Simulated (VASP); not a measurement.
The input files of a VASP run:

KPOINTS:
```
Automatic mesh
0
Gamma
6 6 6
0 0 0
```

**INCAR**
```
! general
SYSTEM =CsCl
PREC   =Accurate
ENCUT  =480
LREAL  =.FALSE.
LASPH  =.TRUE.

! electronic loop
EDIFF  =1E-7
NELM   =100
ALGO   =Normal
LMAXMIX=4

! smearing
ISMEAR =0
SIGMA  =0.05

! functional
GGA    =PS

! ions
IBRION =2
NSW    =40
ISIF   =3
EDIFFG =-0.01
PSTRESS=20

! output
LWAVE  =.FALSE.
LCHARG =.FALSE.
```

### POSCAR
```
CsCl
1
    3.9587292813    -0.0000000000     0.0000000000
    0.0000000000     3.9587292813     0.0000000000
   -0.0000000000     0.0000000000     3.9587292813
Cs Cl
1 1
Direct
  0.0000000000   0.0000000000   0.0000000000
  0.5000000000   0.5000000000   0.5000000000
```

POTCAR, in this order: Cs_sv Cl (PBE.64 set). Program: vasp_std.

Task: Translate this PBEsol calculation to Quantum ESPRESSO's pw.x.

Result: One equivalent input (not run):
```
&CONTROL
  calculation = 'vc-relax'
  pseudo_dir = './pseudo'
  outdir = './out'
  tprnfor = .true.
  tstress = .true.
  nstep = 40
  forc_conv_thr = 0.00039
/
&SYSTEM
  ibrav = 0
  nat = 2
  ntyp = 2
  ecutwfc = 58
  occupations = 'smearing'
  smearing = 'gaussian'
  degauss = 0.003675
  input_dft = 'pbesol'
/
&ELECTRONS
  conv_thr = 7.3e-09
  electron_maxstep = 100
/
&IONS
/
&CELL
  press = 20
/
ATOMIC_SPECIES
  Cs 132.905 Cs.upf
  Cl 35.450 Cl.upf
CELL_PARAMETERS angstrom
     3.9587293   -0.0000000    0.0000000
     0.0000000    3.9587293    0.0000000
    -0.0000000    0.0000000    3.9587293
ATOMIC_POSITIONS crystal
  Cs   0.0000000  0.0000000  0.0000000
  Cl   0.5000000  0.5000000  0.5000000
K_POINTS automatic
  6 6 6 0 0 0
```
The two are equivalent in intent, not identical: the potentials are each code's own (VASP's PAW set, PseudoDojo norm-conserving files in pw.x), so ENCUT and ecutwfc are chosen apart and not converted; conv_thr bounds pw.x's estimated SCF error, while EDIFF bounds the energy change between steps; forc_conv_thr acts on force components and is met together with etot_conv_thr.

The compound is CsCl in the CsCl type structure. It was relaxed first under an external pressure of 2 GPa.
